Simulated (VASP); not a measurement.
# Driving VASP from ASE on InP

Do ASE scripts that read InP from different structure formats give one answer, and do several routes find one equilibrium volume? All runs use LDA. Left out of this account: 1 further run (self-consistent run: a reference on another mesh). The start is a cell from a database of measured crystal structures.

Calculated with VASP 6.6.1; LDA; plane waves and PAW (In_d, P).

Most raw output is cut from this account.

### Step 1. The starting structure

The structure is cubic, space group F-43m (No. 216). Conventional cell: a = 5.869 Å, b = 5.869 Å, c = 5.869 Å, α = 90.00°, β = 90.00°, γ = 90.00°. Nearest to In lie 4 P at 2.54 Å. P has 4 In at 2.54 Å nearest. Farther neighbours are not listed.

As a file:

```xyz
2
Lattice="0.0000 2.9343 2.9343 2.9343 0.0000 2.9343 2.9343 2.9343 0.0000" Properties=species:S:1:pos:R:3 pbc="T T T"
In    0.0000    0.0000    0.0000
P     1.4672    1.4672    1.4672
```

### Step 2. Total energy, forces and stress (LDA, through ASE)

A single point through ASE, with the structure read from an extended xyz file.

run.py reads:

```python
import numpy as np
from ase.calculators.vasp import Vasp
from ase.io import read
from ase.dft.bandgap import bandgap

atoms = read('InP.xyz')

calc = Vasp(
    xc='lda',
    pp='LDA',
    prec='Accurate',
    encut=400,
    ediff=1e-06,
    nelm=100,
    ismear=-1,
    sigma=0.05,
    lreal=False,
    algo='Normal',
    nbands=15,
    lorbit=11,
    lwave=False,
    lcharg=False,
    kpar=2,
    isif=2,
    pp_version='64',
    setups={'In': '_d', 'P': ''},
    kpts=(7, 7, 7),
    gamma=True,
    txt='vasp.out',
)
atoms.calc = calc

print("energy (eV):", round(atoms.get_potential_energy(), 6))
print("Fermi level (eV):", round(calc.get_fermi_level(), 4))
print("forces (eV/A):")
print(np.round(atoms.get_forces(), 4))
print("stress (GPa, Voigt, tension positive):", np.round(atoms.get_stress() * 160.21766, 3))
gap, p1, p2 = bandgap(calc, direct=False)
print("gap on the mesh (eV):", round(gap, 4))
```

InP.xyz reads:

```xyz
2
Lattice="0.0000000000 2.9343500000 2.9343500000 2.9343500000 0.0000000000 2.9343500000 2.9343500000 2.9343500000 0.0000000000" Properties=species:S:1:pos:R:3 pbc="T T T"
In     0.0000000000      0.0000000000      0.0000000000
P      1.4671750000      1.4671750000      1.4671750000
```

Potentials, in the order of the species: In_d and P (LDA family, release 64).

Launch:

```
> export ASE_VASP_COMMAND="mpirun -np 2 vasp_std"
> python run.py
```

The job ended after 15 s (2 MPI ranks of AMD EPYC 7R43, shared host; peak memory 0.2 GiB; 26 s of CPU time).

The gap is read on the k-mesh alone, so it is an upper bound where the band edges lie off the mesh.

Numbers from this step:

```yaml
scf_cycles: 13
electrons: 18
bands: 15
irreducible_k_points: 20
symmetry_operations: 24
free_energy_toten: -9.664 eV
fermi_energy: 5.241 eV
pressure: -1.459 GPa
metallic: no
valence_top_at_k: 0, 0, 0
conduction_bottom_at_k: 0, 0, 0
least_direct_gap_at_k: 0, 0, 0
gap_on_the_k_mesh: 0.4880 eV
least_direct_gap_on_the_k_mesh: 0.4880 eV
```

The pressure is -1.46 GPa and the largest force 0.000 eV/Å, so the cell is not at a minimum at these settings.

### Step 3. A single point (LDA, through ASE)

System of this step: InP. Symmetry: F-43m, No. 216, cubic system. The conventional cell has a = 5.869 Å, b = 5.869 Å, c = 5.869 Å, α = 90.00°, β = 90.00°, γ = 90.00°. Nearest to In lie 4 P at 2.54 Å. P has 4 In at 2.54 Å nearest. Farther neighbours are not listed.

The single point through ASE, with the structure read from a CIF with its space group. The file expands to the conventional cell of 8 atoms, on a 4×4×4 mesh.

run.py: that of step 2 with these lines changed.

```diff
@@ -5,3 +5,3 @@
 
-atoms = read('InP.xyz')
+atoms = read('InP.cif')
 
@@ -18,3 +18,3 @@
     algo='Normal',
-    nbands=15,
+    nbands=44,
     lorbit=11,
@@ -26,3 +26,3 @@
     setups={'In': '_d', 'P': ''},
-    kpts=(7, 7, 7),
+    kpts=(4, 4, 4),
     gamma=True,
```

InP.cif reads:

```cif
data_InP
_cell_length_a 5.86870000
_cell_length_b 5.86870000
_cell_length_c 5.86870000
_cell_angle_alpha 90.00000000
_cell_angle_beta 90.00000000
_cell_angle_gamma 90.00000000
_space_group_name_H-M_alt 'F-43m'
_space_group_name_Hall 'F -4 2 3'
_space_group_IT_number 216
loop_
_space_group_symop_operation_xyz
'x,y,z'
'y,-x,-z'
'-x,-y,z'
'-y,x,-z'
'x,-y,-z'
'y,x,z'
'-x,y,-z'
'-y,-x,z'
'z,x,y'
'-z,y,-x'
'z,-x,-y'
'-z,-y,x'
'-z,x,-y'
'z,y,x'
'-z,-x,y'
'z,-y,-x'
'y,z,x'
'-x,-z,y'
'-y,z,-x'
'x,-z,-y'
'-y,-z,x'
'x,z,y'
'y,-z,-x'
'-x,z,-y'
'x,y+1/2,z+1/2'
'y,-x+1/2,-z+1/2'
'-x,-y+1/2,z+1/2'
'-y,x+1/2,-z+1/2'
'x,-y+1/2,-z+1/2'
'y,x+1/2,z+1/2'
'-x,y+1/2,-z+1/2'
'-y,-x+1/2,z+1/2'
'z,x+1/2,y+1/2'
'-z,y+1/2,-x+1/2'
'z,-x+1/2,-y+1/2'
'-z,-y+1/2,x+1/2'
'-z,x+1/2,-y+1/2'
'z,y+1/2,x+1/2'
'-z,-x+1/2,y+1/2'
'z,-y+1/2,-x+1/2'
'y,z+1/2,x+1/2'
'-x,-z+1/2,y+1/2'
'-y,z+1/2,-x+1/2'
'x,-z+1/2,-y+1/2'
'-y,-z+1/2,x+1/2'
'x,z+1/2,y+1/2'
'y,-z+1/2,-x+1/2'
'-x,z+1/2,-y+1/2'
'x+1/2,y,z+1/2'
'y+1/2,-x,-z+1/2'
'-x+1/2,-y,z+1/2'
'-y+1/2,x,-z+1/2'
'x+1/2,-y,-z+1/2'
'y+1/2,x,z+1/2'
'-x+1/2,y,-z+1/2'
'-y+1/2,-x,z+1/2'
'z+1/2,x,y+1/2'
'-z+1/2,y,-x+1/2'
'z+1/2,-x,-y+1/2'
'-z+1/2,-y,x+1/2'
'-z+1/2,x,-y+1/2'
'z+1/2,y,x+1/2'
'-z+1/2,-x,y+1/2'
'z+1/2,-y,-x+1/2'
'y+1/2,z,x+1/2'
'-x+1/2,-z,y+1/2'
'-y+1/2,z,-x+1/2'
'x+1/2,-z,-y+1/2'
'-y+1/2,-z,x+1/2'
'x+1/2,z,y+1/2'
'y+1/2,-z,-x+1/2'
'-x+1/2,z,-y+1/2'
'x+1/2,y+1/2,z'
'y+1/2,-x+1/2,-z'
'-x+1/2,-y+1/2,z'
'-y+1/2,x+1/2,-z'
'x+1/2,-y+1/2,-z'
'y+1/2,x+1/2,z'
'-x+1/2,y+1/2,-z'
'-y+1/2,-x+1/2,z'
'z+1/2,x+1/2,y'
'-z+1/2,y+1/2,-x'
'z+1/2,-x+1/2,-y'
'-z+1/2,-y+1/2,x'
'-z+1/2,x+1/2,-y'
'z+1/2,y+1/2,x'
'-z+1/2,-x+1/2,y'
'z+1/2,-y+1/2,-x'
'y+1/2,z+1/2,x'
'-x+1/2,-z+1/2,y'
'-y+1/2,z+1/2,-x'
'x+1/2,-z+1/2,-y'
'-y+1/2,-z+1/2,x'
'x+1/2,z+1/2,y'
'y+1/2,-z+1/2,-x'
'-x+1/2,z+1/2,-y'
loop_
_atom_site_label
_atom_site_type_symbol
_atom_site_symmetry_multiplicity
_atom_site_Wyckoff_symbol
_atom_site_fract_x
_atom_site_fract_y
_atom_site_fract_z
_atom_site_occupancy
In1 In 4 a 0.0000000000 0.0000000000 0.0000000000 1
P1 P 4 d 0.2500000000 0.2500000000 0.7500000000 1
```

Run time: 68 s. Hardware: 2 MPI ranks; peak memory 0.36 GiB; 2.2 min of CPU time.

Numbers from this step:

* SCF cycles: 15
* electrons: 72
* bands: 44
* irreducible k-points: 10
* free energy (TOTEN): -38.67 eV
* energy at zero smearing: -38.67 eV
* Fermi energy: 5.239 eV
* pressure: -1.455 GPa
* gap on the k-mesh: 0.4887 eV
* least direct gap on the k-mesh: 0.4887 eV

The energy lies -1.28 meV an atom from the first script, since this cell and mesh sample the zone at other points.

### Step 4. Relaxing cell and atoms (LDA, through ASE)

System of this step: InP. Symmetry: F-43m, No. 216, cubic system. Conventional cell: a = 5.869 Å, b = 5.869 Å, c = 5.869 Å, α = 90.00°, β = 90.00°, γ = 90.00°. In has 4 P at 2.54 Å nearest. P has 4 In at 2.54 Å nearest. Farther neighbours are not listed.

The start need not lie at this functional's minimum. ISIF = 3 frees volume, shape and positions, and EDIFFG sets the threshold on forces and stress at which the search stops.

run.py reads:

```python
import numpy as np
from ase.calculators.vasp import Vasp
from ase import Atoms

atoms = Atoms(['In', 'P'],
              cell=[[0.0, 2.93435, 2.93435], [2.93435, 0.0, 2.93435], [2.93435, 2.93435, 0.0]],
              scaled_positions=[[0.0, 0.0, 0.0], [0.25, 0.25, 0.25]],
              pbc=True)

calc = Vasp(
    xc='lda',
    pp='LDA',
    prec='Accurate',
    encut=400,
    ediff=1e-06,
    nelm=100,
    ismear=-1,
    sigma=0.05,
    lreal=False,
    algo='Normal',
    nbands=15,
    lorbit=11,
    lwave=False,
    lcharg=False,
    kpar=2,
    ibrion=2,
    nsw=60,
    isif=3,
    ediffg=-0.01,
    pp_version='64',
    setups={'In': '_d', 'P': ''},
    kpts=(7, 7, 7),
    gamma=True,
    txt='vasp.out',
)
atoms.calc = calc

print("energy (eV):", round(atoms.get_potential_energy(), 6))
print("Fermi level (eV):", round(calc.get_fermi_level(), 4))
print("forces (eV/A):")
print(np.round(atoms.get_forces(), 4))
print("stress (GPa, Voigt, tension positive):", np.round(atoms.get_stress() * 160.21766, 3))
print("cell (A, degrees):", np.round(atoms.cell.cellpar(), 4))
print("volume (A^3):", round(atoms.get_volume(), 4))
print("positions:")
print(np.round(atoms.get_scaled_positions(), 5))
```

The job ended after 29 s (2 MPI ranks; peak memory 0.21 GiB; 54 s of CPU time).

The run keeps the 24 symmetry operations of its start, so it cannot find a distortion of lower symmetry.

The steps of the relaxation:

```
step  energy less that of the first step (eV)  largest force (eV/Å)  pressure (GPa)  volume (Å³)
   1                                   0.0000                0.0000           -1.46        50.53
   2                                  -0.0031                0.0000            0.93        48.87
   3                                  -0.0048                0.0000            0.02        49.48
```

```csv
"conventional cell, symmetrised",before,after,change
a (Å),5.869,5.828,-0.7 %
b (Å),5.869,5.828,-0.7 %
c (Å),5.869,5.828,-0.7 %
volume (Å³/atom),25.27,24.74,-2.1 %
```

The relaxed structure:

```
In P
1.0
     0.00000    2.91389    2.91389
     2.91389    0.00000    2.91389
     2.91389    2.91389    0.00000
In P
1 1
Direct
  0.00000 0.00000 0.00000
  0.25000 0.25000 0.25000
```

This step gave:

```
electrons                       : 18
bands                           : 15
irreducible k-points            : 20
free energy (TOTEN)             : -9.669 eV
Fermi energy                    : 5.532 eV
pressure                        : 0.01695 GPa
SCF cycles over all ionic steps : 28
gap on the k-mesh               : 0.6018 eV
least direct gap on the k-mesh  : 0.6018 eV
```

It ends with forces that vanish by symmetry and a pressure of 0.02 GPa.

### Step 5. Equation of state by an ASE loop (LDA)

An ASE loop scales the volume and fits the energies, which gives the bulk modulus from energies alone.

run.py reads:

```python
import numpy as np
from ase.calculators.vasp import Vasp
from ase.io import read
from ase.eos import EquationOfState
from ase.units import GPa

atoms = read('structure.vasp')

calc = Vasp(
    xc='lda',
    pp='LDA',
    prec='Accurate',
    encut=400,
    ediff=1e-06,
    nelm=100,
    ismear=-1,
    sigma=0.05,
    lreal=False,
    algo='Normal',
    nbands=15,
    lorbit=11,
    lwave=False,
    lcharg=False,
    kpar=2,
    isif=2,
    pp_version='64',
    setups={'In': '_d', 'P': ''},
    kpts=(7, 7, 7),
    gamma=True,
    txt='vasp.out',
)
atoms.calc = calc

cell, volumes, energies = atoms.get_cell(), [], []
for x in [0.94, 0.96, 0.98, 1.0, 1.02, 1.04, 1.06]:
    atoms.set_cell(cell * x ** (1 / 3), scale_atoms=True)
    volumes.append(atoms.get_volume())
    energies.append(atoms.get_potential_energy())
    print(f"{x:.2f}  V = {volumes[-1]:.4f} A^3  E = {energies[-1]:.6f} eV")
v0, e0, b0 = EquationOfState(volumes, energies, eos="birchmurnaghan").fit()
print(f"V0 = {v0:.4f} A^3  E0 = {e0:.6f} eV  B0 = {b0 / GPa:.2f} GPa")
```

structure.vasp reads:

```
InP
1.0
    0.0000000000      2.9343500000      2.9343500000
    2.9343500000      0.0000000000      2.9343500000
    2.9343500000      2.9343500000      0.0000000000
In P
1 1
Direct
    0.0000000000      0.0000000000      0.0000000000
    0.2500000000      0.2500000000      0.2500000000
```

Wall time 92 s (2 MPI ranks); peak memory 0.22 GiB.

Numbers from this step:

```yaml
bulk_modulus: 71.35 GPa
equilibrium_volume_of_the_fit: 24.75 Å³/atom
```

The fitted volume lies +0.05 % from the relaxed one.

### Step 6. Relaxation driven by ASE (LDA)

Here ASE drives the relaxation and calls VASP for forces and stress at each step.

run.py reads:

```python
import numpy as np
from ase.calculators.vasp import Vasp
from ase import Atoms
from ase.optimize import BFGS
from ase.filters import FrechetCellFilter

atoms = Atoms(['In', 'P'],
              cell=[[0.0, 2.93435, 2.93435], [2.93435, 0.0, 2.93435], [2.93435, 2.93435, 0.0]],
              scaled_positions=[[0.0, 0.0, 0.0], [0.25, 0.25, 0.25]],
              pbc=True)

calc = Vasp(
    xc='lda',
    pp='LDA',
    prec='Accurate',
    encut=400,
    ediff=1e-06,
    nelm=100,
    ismear=-1,
    sigma=0.05,
    lreal=False,
    algo='Normal',
    nbands=15,
    lorbit=11,
    lwave=False,
    lcharg=False,
    kpar=2,
    isif=2,
    pp_version='64',
    setups={'In': '_d', 'P': ''},
    kpts=(7, 7, 7),
    gamma=True,
    txt='vasp.out',
)
atoms.calc = calc

BFGS(FrechetCellFilter(atoms)).run(fmax=0.02, steps=30)
print("cell (A, degrees):", np.round(atoms.cell.cellpar(), 4))
print("volume (A^3):", round(atoms.get_volume(), 4))
print("energy (eV):", round(atoms.get_potential_energy(), 6))
print("Fermi level (eV):", round(calc.get_fermi_level(), 4))
print("forces (eV/A):")
print(np.round(atoms.get_forces(), 4))
print("stress (GPa, Voigt, tension positive):", np.round(atoms.get_stress() * 160.21766, 3))
```

The job ended after 42 s (2 MPI ranks; peak memory 0.21 GiB; 76 s of CPU time).

This step gave:

```
optimizer steps   : 2
volume after bfgs : 24.72 Å³/atom
```

### Step 7. The runs together

| run | atoms | mesh | energy (eV/atom) | pressure (GPa) |
| --- | --- | --- | --- | --- |
| ASE, structure read from an extended xyz file | 2 | 7×7×7 | -4.83203 | -1.459 |
| ASE, structure read from a CIF with its space group | 8 | 4×4×4 | -4.83332 | -1.455 |

### Step 8. Self-consistent run (LDA, through ASE), changed input

This run is made with a changed input; what comes of it follows.

run.py: that of step 6 with these lines changed.

```diff
@@ -3,4 +3,3 @@
 from ase import Atoms
-from ase.optimize import BFGS
-from ase.filters import FrechetCellFilter
+from ase.dft.bandgap import bandgap
 
@@ -17,3 +16,3 @@
     ediff=1e-06,
-    nelm=100,
+    nelm=89,
     ismear=-1,
@@ -28,2 +27,5 @@
     isif=2,
+    imix=1,
+    amix=3.0,
+    bmix=0.0001,
     pp_version='64',
@@ -36,5 +38,2 @@
 
-BFGS(FrechetCellFilter(atoms)).run(fmax=0.02, steps=30)
-print("cell (A, degrees):", np.round(atoms.cell.cellpar(), 4))
-print("volume (A^3):", round(atoms.get_volume(), 4))
 print("energy (eV):", round(atoms.get_potential_energy(), 6))
@@ -44 +43,3 @@
 print("stress (GPa, Voigt, tension positive):", np.round(atoms.get_stress() * 160.21766, 3))
+gap, p1, p2 = bandgap(calc, direct=False)
+print("gap on the mesh (eV):", round(gap, 4))
```

The job ended after 12 s (2 MPI ranks).

The run ended with an error.

VASP's message: “ERROR FEXCP: supplied Exchange-correletion table is too small, maximal index : 4032”. No number of this run is used.

The fault in the input: mixing far too strong (IMIX = 1, AMIX = 3.0 and BMIX = 0.0001). Lower AMIX to 0.4 or under and return to the default mixer.

### Step 9. What came out

```
energy, ASE, structure read from an extended xyz file       : -4.83203 eV/atom
energy, ASE, structure read from a CIF with its space group : -4.83332 eV/atom
volume from VASP's own relaxation                           : 24.74 Å³/atom
volume from the fit of the ASE volume loop                  : 24.75 Å³/atom
volume from BFGS in ASE                                     : 24.72 Å³/atom
```

What this shows: With the structure read from a CIF with its space group, ASE's run differs from the first script by -1.3 meV an atom, on the larger cell and its own mesh. The routes to the equilibrium volume agree within 0.15 %. VASP's relaxation keeps the plane waves of its start, while ASE starts VASP afresh at each cell, and a loop at fixed shape can't relax anything but the volume.

[Lines on the potential files, build, host, timing and source positions are cut from VASP's logs without a mark.]

[Logs are printed without paths, hosts, clocks, repeated set-up lines and the standing remarks that a program may print on its own settings, such as how far it seeks lower states.]

[Hosts, paths, dates, database ids (printed as entryN), source tags and the programs' standing remarks are cut or masked in the printed files.]

[A measured line is paired with the nearest computed mode of its activity, which favours agreement.]
